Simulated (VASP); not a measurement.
A convergence study with VASP on In (space group I4/mmm): one setting is varied, all else stays as given below, so the limit is that of these other settings.

```
In
1.0
   -1.62987     1.62987     2.48243
    1.62987    -1.62987     2.48243
    1.62987     1.62987    -2.48243
In
1
Direct
  0.00000   0.00000   0.00000
```

Calculation: PBE GGA, VASP's PBE PAW potentials (set 64) (plane waves; VASP). The tightest run used: 300 eV cut-off, 22×22×22 Γ-centred mesh, Fermi-Dirac smearing of 0.10 eV, potentials In_d.

```csv
setting,E (eV/atom),pressure (GPa),irreducible k-points
2×2×2 mesh,-2.9144,-5.46,4
3×3×3 mesh,-1.8804,1.53,6
4×4×4 mesh,-2.4163,3.29,13
5×5×5 mesh,-2.5092,2.01,18
6×6×6 mesh,-2.5825,0.60,30
7×7×7 mesh,-2.5453,0.76,40
8×8×8 mesh,-2.5478,1.11,59
9×9×9 mesh,-2.5388,1.32,75
```

**Question.** These are the cheaper rows. Estimate the results at 22×22×22 mesh, and how far the last row shown lies from them.

**Answer.** 
| quantity | tightest run | last row shown is off by |
|---|---|---|
| E (eV/atom) | -2.5547 | 0.0159 |
| pressure (GPa) | 1.15 | 0.17 |

Left out are rungs that failed or repeat a setting and relaxations that didn't move; long series are thinned to 24 rows.

The structure is a typed In crystal (space group no. 139). The cell was not relaxed at this level.
